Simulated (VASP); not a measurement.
Given:

```xyz
6
Lattice="3.6348 0.0000 0.0000 -1.8174 3.1478 0.0000 0.0000 0.0000 14.9319" Properties=species:S:1:pos:R:3 pbc="T T T"
Te     0.0000     2.0986     9.3746
Te     1.8174     1.0493     5.5574
Te     1.8174     1.0493     1.9086
Te     0.0000     2.0986    13.0233
Mo     0.0000     2.0986     3.7330
Mo     1.8174     1.0493    11.1990
```

Calculation: PBE GGA, VASP's PBE PAW potentials (set 64) (plane waves; VASP). Numerical set-up: 300 eV cut-off, 5×5×2 Γ-centred mesh, Gaussian smearing of 0.010 eV, potentials Te Mo_sv.

At this cut-off the stress carries a Pulay error, which pulls relaxed volumes low. Energy and stress use the plane-wave basis of the starting cell.

Problem. The ions, cell shape and volume are relaxed. Give the cell that the relaxation ends in.

Solution. 
```xyz
6
Lattice="3.5555 0.0000 0.0000 -1.7777 3.0791 0.0000 0.0000 0.0000 14.8395" Properties=species:S:1:pos:R:3 pbc="T T T"
Te     0.0000     2.0528     9.3206
Te     1.7777     1.0264     5.5188
Te     1.7777     1.0264     1.9009
Te     0.0000     2.0528    12.9386
Mo     0.0000     2.0528     3.7099
Mo     1.7777     1.0264    11.1296
```
Space group P6_3/mmc (194), at a tolerance of 0.03 Å.

Problem. How do energy and volume change from the first to the last step?

Solution. The energy (σ→0) changes by -18.8 meV/atom and the volume by -4.9 %, in 6 ionic steps.

The structure comes from a computed database's Te2Mo entry; how it stands against other phases isn't given here. This run relaxes it. Symmetry was kept, so distortions that lower it aren't found. The run is one of a series of settings (EDIFFG = -0.01, IBRION = 2, ISIF = 3, NSW = 50 against the base run), some of them coarse on purpose.
